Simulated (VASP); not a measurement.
Crystal: La2TaO5.

```
CELL_PARAMETERS angstrom
-1.95900 1.95900 7.62100
1.95900 -1.95900 7.62100
1.95900 1.95900 -7.62100
ATOMIC_POSITIONS crystal
La 0.33959 0.33959 0.00000
La 0.66041 0.66041 0.00000
Ta 0.00000 0.00000 0.00000
O 0.50919 0.00919 0.50000
O 0.99081 0.49081 0.50000
O 0.86905 0.86905 0.00000
O 0.13095 0.13095 0.00000
O 0.25000 0.75000 0.50000
```

The cell was built by a generator and needn't be a form met in nature.

| Property | Result |
| --- | --- |
| Program | VASP 6.6.1 |
| Task | relaxation of cell and atoms |
| Functional | PBE |
| Potentials or basis | VASP PAW PBE potentials, release 64 (La, Ta_pv, O) |
| Cutoff | 520 eV |
| k mesh | 10 × 10 × 10 |
| Occupations | gaussian, width 0.1 eV |
| Spin | no spin polarisation |

At the start: pressure 1.3 GPa; volume 14.62 Å³/atom.

Task: Where does the relaxation end?

Result: Over 13 steps the energy falls by 3.5 meV/atom and the volume is 14.95 Å³/atom (+2.2 %); space group I-4m2 (No. 119, to 0.05 Å).

The path:
```
step  energy change (eV)  largest force (eV/Å)  pressure (GPa)  volume (Å³)
   1              0.0000                0.1696            1.32       116.99
   2             -0.0020                0.2522           -1.48       119.03
   3             -0.0054                0.1749           -0.28       118.12
   4             -0.0104                0.1571           -0.23       118.33
   5             -0.0146                0.1341           -0.12       118.68
   6             -0.0187                0.1094           -0.05       118.72
   7             -0.0244                0.0753            0.16       118.80
   8             -0.0250                0.1306            0.24       118.84
   9             -0.0270                0.0953            0.08       119.18
  10             -0.0280                0.0535           -0.11       119.56
  11             -0.0280                0.0398           -0.16       119.67
  12             -0.0280                0.0465            0.24       119.44
  13             -0.0282                0.0032            0.02       119.57
```

Final structure:
```xyz
8
Lattice="-1.9567 1.9567 7.8076 1.9567 -1.9567 7.8076 1.9567 1.9567 -7.8076" Properties=species:S:1:pos:R:3 pbc="T T T"
La    0.0000    0.0000    5.3056
La    0.0000    0.0000   10.3096
Ta    0.0000    0.0000    0.0000
O     0.0000    1.9567    0.0397
O     0.0000    1.9567    7.7679
O     0.0000    0.0000   13.6163
O     0.0000    0.0000    1.9989
O     1.9567    0.0000    3.9038
```

Caveat: an odd number of electrons without spin polarisation forces a metal; a magnetic or distorted state may lie lower.
